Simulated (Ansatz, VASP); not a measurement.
# Mo (Mo strained to the junction's net) in two plane-wave programs

One calculation is typed for both programs; each brings its own data sets. How far apart do they land? The structure shown is the end of the Ansatz relaxation below.

Program: Ansatz 0.2.0. Level of theory: plane waves, with VASP 6.6.1 beside it; single point at PBE. Results are calculated unless marked as measured.

## (1) The structure

The structure is tetragonal, space group I4/mmm (No. 139). The conventional cell has a = 3.170 Å, b = 3.170 Å, c = 3.154 Å, α = 90.00°, β = 90.00°, γ = 90.00°. Nearest to Mo lie 8 Mo at 2.74 Å.

## (2) Ansatz: relaxation, PBE

Ansatz runs on its default PAW (the set named soft_2) files.

This run makes the geometry at which the two programs are then compared.

Contents of input.yaml:

```yaml
crystal:
  lattice:
    - [3.17, 0.0, 0.0]
    - [0.0, 3.17, 0.0]
    - [0.0, 0.0, 3.136]
  atoms:
    - { symbol: Mo, position: [0.0, 0.0, 0.0] }
    - { symbol: Mo, position: [0.5, 0.5, 0.5] }
kpoints:
  mp_grid: { grid: [10, 10, 10] }
scf:
  occupations: { method: fermi_dirac, width: 0.1 }
  max_iter: 150
hamiltonian:
  xc: pbe
relax:
  f_tol: 0.01
  max_steps: 40
  cell: { fix: [a, b, angles] }
```

On the command line:

```console
$ ansatz run input.yaml --threads 4 --pin off --max-ram 12288MiB --backend cpu --events-out ev --progress --plain --runs-dir out
```

Numbers of over 12 decimals in the logs are rounded to 6 here.

Output:

```text
Engine: ansatz 0.2.0, aarch64-unknown-linux-gnu
Pseudopotentials: kind: paw
Pseudopotential: Mo, paw, valence charge 14, recommended cutoff 420 eV (normal), Mo.paw.azcp
Functional definition: PBE
  parameter kappa = 0.804
  parameter beta = 0.066725
  exchange = pbe_x(kappa = kappa, mu = beta*pi^2/3)
  correlation = pbe_c(beta = beta)
Crystal: 2 atoms, lattice volume = 31.513 Å³
Basis set: ecut = 420 eV, 619 PW (Γ), exchange–correlation on 48×48×48 points (8 copies of the dense FFT grid, shifted against one another)
Bands: 18, of which v1, the nominal top of the filled ones, is band 14 counted from 1 (13 counted from 0)
Symmetry: 32 space group operations
Space group: I4/mmm (ITA 139), of the structure as read, at distance tolerance 3.2e-5 Å
k-points: 126 of 1000
Non-local potential: Mo, projectors of the file, l = 0: 3, l = 1: 2, l = 2: 2, l = 3: 1
PAW form: soft (Blöchl's): semilocal exchange-correlation on the pseudo side does not see the compensation charge
PAW one-centre angular grid: Mo, 590 points (default); XC on 64 Gauss nodes
Initial density: superposition of atomic densities (neutral atoms: chi_scale 0, normalization atom), corrected by the library's trained network
Initial wavefunctions: pseudopotential atomic-orbital guess
Functional: x = pbe(κ = 0.804, μ = 0.219515), c = pbe(β = 0.066725)
SCF iter   1: F=—  HF=-9912.064905 eV  |F-HF|=—  |Δ(HF+E_count)|=         —  Δρ=2.48e-3  dr2=8.72e-4  ethr=1.77e-3  ⟨swp⟩=5.1  Hψ=10027  notcnv=0
preconditioner: auto → none  [metal: Δε(μ)=0.041 eV  Ē_g=4.584 eV  σ=0.100 eV  W_gap=0.10  n_scr=6 (ndim 8)  ℏωp=22.9 eV  f_vac=0.000  D(μ)=1.25/eV (n_scr^D=6)  sad-step TF]
SCF iter   2: F=—  HF=-9912.065064 eV  |F-HF|=—  |Δ(HF+E_count)|=   1.59e-4  Δρ=1.50e-3  dr2=3.27e-4  ethr=3.11e-6  ⟨swp⟩=2.0  Hψ=4332  notcnv=0
SCF iter   3: F=—  HF=-9912.065098 eV  |F-HF|=—  |Δ(HF+E_count)|=   3.33e-5  Δρ=3.63e-4  dr2=3.11e-5  ethr=1.17e-6  ⟨swp⟩=1.7  Hψ=3350  notcnv=0
SCF iter   4: F=—  HF=-9912.065088 eV  |F-HF|=—  |Δ(HF+E_count)|=   9.52e-6  Δρ=1.42e-4  dr2=2.28e-6  ethr=1.11e-7  ⟨swp⟩=2.8  Hψ=4018  notcnv=0
SCF iter   5: F=—  HF=-9912.065089 eV  |F-HF|=—  |Δ(HF+E_count)|=   9.92e-7  Δρ=4.10e-5  dr2=3.33e-7  ethr=8.13e-9  ⟨swp⟩=2.0  Hψ=4054  notcnv=0
SCF iter   6: F=-9912.065089 eV  HF=-9912.065089 eV  |F-HF|=2.88e-8  |Δ(HF+E_count)|=   1.30e-7  Δρ=1.40e-5  dr2=3.36e-8  ethr=3.57e-10  ⟨swp⟩=4.0  Hψ=7819  notcnv=0
SCF 1 converged in 6 iterations: F = -9912.065089 eV  dr2 = 3.36e-8
  greatest PAW one-centre occupation: 0.998 electrons in one spin orbital (limit 2), on the Mo atom at site 1 (counted from 0), in its partial waves of l = 0
relax step   1: F+E_penalty+E_count = -9912.06508892 eV  Δ(F+E_penalty+E_count) = +0.000e0 eV  max|allowed force component| = 5.916e-31 eV/Å  Δτ_max = 0.0000 Å  P = +0.396 GPa  Ω = 31.513 Å³  fix = [a, b, alpha, beta, gamma]  reactions: a -0.704, b -0.704 GPa  (6 SCF iters, dr2 threshold 1.00e-7 eV, accepted)
[...]
relax step   3: F+E_penalty+E_count = -9912.06645252 eV  Δ(F+E_penalty+E_count) = -1.364e-3 eV  max|allowed force component| = 7.396e-31 eV/Å  Δτ_max = 0.0000 Å  P = -1.105 GPa  Ω = 31.697 Å³  energy of the carried Pulay correction = -5.373e-5 eV  fix = [a, b, alpha, beta, gamma]  reactions: a -1.603, b -1.603 GPa  (6 SCF iters, accepted)
[...]
relax step   4: F+E_penalty+E_count = -9912.06645729 eV  Δ(F+E_penalty+E_count) = -4.767e-6 eV  max|allowed force component| = 1.893e-29 eV/Å  Δτ_max = 0.0000 Å  P = -1.045 GPa  Ω = 31.690 Å³  energy of the carried Pulay correction = -5.156e-5 eV  fix = [a, b, alpha, beta, gamma]  reactions: a -1.567, b -1.567 GPa  (6 SCF iters, dr2 threshold 3.00e-8 eV, accepted)
[...]
relax step   5: F+E_penalty+E_count = -9912.06650709 eV  Δ(F+E_penalty+E_count) = -4.980e-5 eV  max|allowed force component| = 2.012e-29 eV/Å  Δτ_max = 0.0000 Å  P = -1.046 GPa  Ω = 31.690 Å³  fix = [a, b, alpha, beta, gamma]  reactions: a -1.568, b -1.568 GPa  stress off target by 2.77e-3 GPa on what of the cell is left free  SCF on the basis re-selected at this cell (its energy is not comparable with the rows above)  (8 SCF iters)
basis re-selected at this cell: Δ(F+E_penalty+E_count) = -4.980e-5 eV, ΔP = -0.001 GPa vs the last step (what re-selecting the basis moved, of the pressure what is left beyond the Pulay correction that the steps carried, after the strain that the cell walked since its last selection, with what the two solves' SCF thresholds leave and, on support functions, any second-order correction that the steps lacked; it is no m [...]
SCF converged after 8 iterations
Free energy (F): -9912.066507 eV
Harris-Foulkes:  -9912.066507 eV  (|F-HF|=1.82e-12)
Internal energy: -9912.024600 eV  (E = F + TS)
E sigma→0 (E₀):  -9912.045554 eV
Entropy (-TS):   -0.041907 eV (-20.954 meV/atom)
Fermi energy:    20.803445 eV
--- Per-component energies (eV) ---
  E_band       = -118.410312
  E_kinetic    = 880.988098
  E_local      = -1587.394517  (includes V_loc(G=0)·N_el)
  E_nonlocal   = 285.121219
  E_hartree    = 524.195661
  E_xc         = -366.871128
  E_vxc        = -457.873697  (∫ρ·V_xc dr)
  E_paw        = -6402.343583  (= ΣΔE_a)
  E_vpaw       = -287.642821  (= ΣTr[D̂ρ^β])
  E_aug_tail   = 0.000085  (compensation charges beyond the density's cutoff)
  E_ewald      = -3245.720434
  E_smearing   = -0.041907  (= −TS)
  E_closure    = 0.000000  (closes the sum)
  Σ components = -9912.066507   (vs F -9912.066507, Δ=0.00e0)
--- Forces (eV/Å), atoms counted from 1 ---
  atom   1  Mo     0.00000000     0.00000000     0.00000000
  atom   2  Mo    -0.00000000     0.00000000    -0.00000000
  max |Σ_I F_I| component: 1.70e-29 eV/Å
--- Stress (GPa, compression-positive) ---
       -1.567905      -0.000000       0.000000
       -0.000000      -1.567905      -0.000000
        0.000000      -0.000000      -0.002766
  P = ⅓ Tr σ = -1.0462 GPa (-10.462 kbar)
--- Band table (eV; the first three rows and the last of 126) ---
  k-point 0: bands = [... 10 lower, 15.4521, 19.4017, 19.4605, 19.4605, 22.3756, 22.4511, 24.6736, 24.6736]
  k-point 1: bands = [... 10 lower, 15.6416, 19.4434, 19.4434, 19.4984, 22.1644, 22.4810, 24.0776, 24.0776]
  k-point 2: bands = [... 10 lower, 16.1518, 19.4256, 19.4256, 19.7850, 21.4024, 22.7777, 22.9199, 22.9199]
  k-point 125: bands = [... 10 lower, 18.1753, 18.1753, 18.2057, 18.2057, 23.1537, 23.1537, 23.1941, 23.1941]
--- Relaxed structure (4 steps of the walk, 3 accepted, 1 SCFs on fresh bases) ---
  F+E_penalty+E_count = -9912.06650709 eV   max|allowed force component| = 2.012e-29 eV/Å   (the final SCF, on the basis selected at the relaxed cell)
  cell:  # Å, volume = 31.6898 Å³
    - [3.17, 0, 0]
    - [0, 3.17, 0]
    - [0, 0, 3.153558]
  atoms:
    - { symbol: Mo, position: [0.0, 0.0, 0.0] }
    - { symbol: Mo, position: [0.500000, 0.500000, 0.5] }
```

Reading the cycles: dr2 is the Hartree energy of the density residual (eV), the measure of convergence; HF is the Harris–Foulkes estimate of the energy, which meets the free energy F at convergence.

## (3) VASP: single point, PBE

The same cell, functional, mesh and smearing now go to VASP, with its own data sets.

Lines of VASP's logs that name or quote its potential files are left out, and so is its time.

Contents of INCAR:

```
SYSTEM = Mo
PREC = Accurate
ENCUT = 500
EDIFF = 1E-06
NELM = 120
ISMEAR = -1
SIGMA = 0.1
LREAL = .FALSE.
ALGO = Normal
GGA = PE
NBANDS = 20
LASPH = .TRUE.
LORBIT = 11
LWAVE = .FALSE.
LCHARG = .FALSE.
ISIF = 2
GGA_COMPAT = .FALSE.
```

Contents of POSCAR:

```
Mo
1.0
    3.1700000000      0.0000000000      0.0000000000
    0.0000000000      3.1700000000      0.0000000000
    0.0000000000      0.0000000000      3.1535581744
Mo
2
Direct
    0.0000000000      0.0000000000      0.0000000000
    0.5000000000      0.5000000000      0.5000000000
```

Contents of KPOINTS:

```
Automatic mesh
0
Gamma
10 10 10
0 0 0
```

The projector-augmented-wave data sets are Mo_sv (PBE family, release 64).

On the command line:

```console
$ mpirun -np 1 vasp_std
```

Output:

```text
[banner, memory and clock lines left out]
running    1 mpi-ranks, on    1 nodes
 distrk:  each k-point on    1 cores,    1 groups
 distr:  one band on    1 cores,    1 groups

 POSCAR found type information on POSCAR Mo
 POSCAR found :  1 types and       2 ions
 LDA part: xc-table for (Slater+PW92), standard interpolation
 POSCAR, INCAR and KPOINTS ok, starting setup
 FFT: planning ... GRIDC
 FFT: planning ... GRID_SOFT
 FFT: planning ... GRID
 WAVECAR not read
 entering main loop
       N       E                     dE             d eps       ncg     rms          rms(c)
DAV:   1     0.266800086230E+03    0.26680E+03   -0.16635E+04  5040   0.142E+03
DAV:   2    -0.171373230034E+02   -0.28394E+03   -0.27639E+03  5712   0.439E+02
DAV:   3    -0.231896123672E+02   -0.60523E+01   -0.59185E+01  5528   0.637E+01
DAV:   4    -0.232300340564E+02   -0.40422E-01   -0.40383E-01  5292   0.507E+00
DAV:   5    -0.232302610703E+02   -0.22701E-03   -0.22701E-03  5388   0.408E-01    0.202E+01
DAV:   6    -0.220551454959E+02    0.11751E+01   -0.23234E+00  5120   0.136E+01    0.534E+00
DAV:   7    -0.219015231643E+02    0.15362E+00   -0.46214E-01  5280   0.552E+00    0.133E+00
DAV:   8    -0.218939839616E+02    0.75392E-02   -0.85182E-03  5168   0.959E-01    0.269E-01
DAV:   9    -0.218941017732E+02   -0.11781E-03   -0.34268E-04  5624   0.192E-01    0.916E-02
DAV:  10    -0.218941219033E+02   -0.20130E-04   -0.26204E-05  5164   0.505E-02    0.137E-02
DAV:  11    -0.218941220119E+02   -0.10861E-06   -0.96287E-07  2744   0.748E-03
   1 F= -.21894122E+02 E0= -.21873149E+02  d E =-.419454E-01
```

OUTCAR, selected parts (step 3):

```text
ion  position               nearest neighbor table
   1  0.000  0.000  0.000-   2 2.74   2 2.74   2 2.74   2 2.74   2 2.74   2 2.74   2 2.74   2 2.74

  LATTYP: Found a simple tetragonal cell.
 ALAT       =     3.1700000000
 C/A-ratio  =     0.9948133042

 Subroutine GETGRP returns: Found 16 space group operations
 (whereof 16 operations were pure point group operations)

The static configuration has the point symmetry D_4h.

 Found    126 irreducible k-points:

   k-points           NKPTS =    126   k-points in BZ     NKDIM =    126   number of bands    NBANDS=     20

   dimension x,y,z NGX =    24 NGY =   24 NGZ =   24
   dimension x,y,z NGXF=    48 NGYF=   48 NGZF=   48

   ENCUT  =  500.0 eV  36.75 Ry    6.06 a.u.   5.78  5.78  5.75*2*pi/ulx,y,z

   NELECT =      28.0000    total number of electrons

 k-points in reciprocal lattice and weights: Automatic mesh
   0.00000000  0.00000000  0.00000000       0.001
   0.10000000  0.00000000  0.00000000       0.004
   0.20000000  0.00000000  0.00000000       0.004
   0.30000000  0.00000000  0.00000000       0.004
   0.40000000  0.00000000  0.00000000       0.004
   0.50000000  0.00000000  0.00000000       0.002
   0.10000000  0.10000000  0.00000000       0.004
   0.20000000  0.10000000  0.00000000       0.008
   0.30000000  0.10000000  0.00000000       0.008
[...]
0.50000000  0.40000000  0.50000000       0.004
   0.50000000  0.50000000  0.50000000       0.001

 average (electrostatic) potential at core
       1 -69.4185       2 -69.4185

 E-fermi :  12.4055

 k-point     1 :       0.0000    0.0000    0.0000
  band No.  band energies     occupation
    ...
     10       7.0366      2.00000
     11       7.0497      2.00000
     12      11.0037      2.00000
     13      11.0626      2.00000
     14      11.0626      2.00000
     15      13.9803      0.00000
     16      14.0559      0.00000
     17      16.2800      0.00000
     18      16.2800      0.00000
     19      16.2979      0.00000
    ...

 k-point     2 :       0.1000    0.0000    0.0000
  band No.  band energies     occupation
    ...
     10       7.1612      2.00000
     11       7.2265      2.00000
     12      10.9922      2.00000
     13      11.0503      2.00000
     14      11.1578      1.99999
     15      13.7110      0.00000
     16      14.1372      0.00000
     17      15.7026      0.00000
     18      15.7044      0.00000
     19      16.0971      0.00000
    ...

 k-point     3 :       0.2000    0.0000    0.0000
  band No.  band energies     occupation
    ...
     10       7.5042      2.00000
     11       7.7285      2.00000
     12      10.9888      2.00000
     13      11.0446      2.00000
     14      11.4399      1.99987
     15      12.9540      0.00826
     16      14.4086      0.00000
     17      14.5496      0.00000
     18      14.5665      0.00000
     19      15.5932      0.00000
    ...

  Total       -0.2063100     -0.2063100      0.1028982      0.0000000      0.0000000     -0.0000000
  in kB      -10.4306524    -10.4306524      5.2023408      0.0000000      0.0000000     -0.0000000
  external PRESSURE =      -5.2196547 kB  Pullay stress =       0.0000000 kB

  energy-cutoff  :      500.00
  volume of cell :       31.69
      direct lattice vectors                 reciprocal lattice vectors
     3.170000000  0.000000000  0.000000000     0.315457413  0.000000000  0.000000000
     0.000000000  3.170000000  0.000000000     0.000000000  0.315457413  0.000000000
     0.000000000  0.000000000  3.153558174     0.000000000  0.000000000  0.317102126

 POSITION                                       TOTAL-FORCE (eV/Angst)
 -----------------------------------------------------------------------------------
      0.00000      0.00000      0.00000        -0.000000      0.000000     -0.000000
      1.58500      1.58500      1.57678         0.000000     -0.000000      0.000000
 -----------------------------------------------------------------------------------
    total drift:                                0.000000      0.000000     -0.000000

  FREE ENERGIE OF THE ION-ELECTRON SYSTEM (eV)
  ---------------------------------------------------
  free  energy   TOTEN  =       -21.8941220119 eV

  energy  without entropy=      -21.8521766294  energy(sigma->0) =      -21.87314932

 total charge
# of ion       s       p       d       tot
------------------------------------------
    1        2.377   6.199   3.896  12.472
    2        2.377   6.199   3.896  12.472
--------------------------------------------------
tot          4.753  12.398   7.792  24.944

[... 3 further parts left out ...]
```

The run ends at a pressure of -0.52 GPa.

## (4) Comparison

Known differences besides the potentials themselves: the cutoff is 420 eV in Ansatz and 500 eV in VASP; Ansatz's pressure holds a Pulay correction, VASP's none. Total energies have different zeros and are not compared.

Both answers:

```csv
quantity,Ansatz,VASP,difference
pressure (GPa),-1.05,-0.52,-0.52
```

## (5) What came out

```
difference in pressure (single point, PBE) : -0.52 GPa
```

In words: The difference in pressure is -0.52 GPa (single point, PBE), within the 1 GPa picked in this series as the mark of a large difference. How closely two codes agree says nothing of how well the functional describes the real material.

[Lines on the potential files, build, host, timing and source positions are cut from VASP's logs without a mark.]

[Logs are printed without paths, hosts, clocks, repeated set-up lines and the standing remarks that a program may print on its own settings, such as how far it seeks lower states.]

[Hosts, paths, dates, database ids (printed as entryN), source tags and the programs' standing remarks are cut or masked in the printed files.]
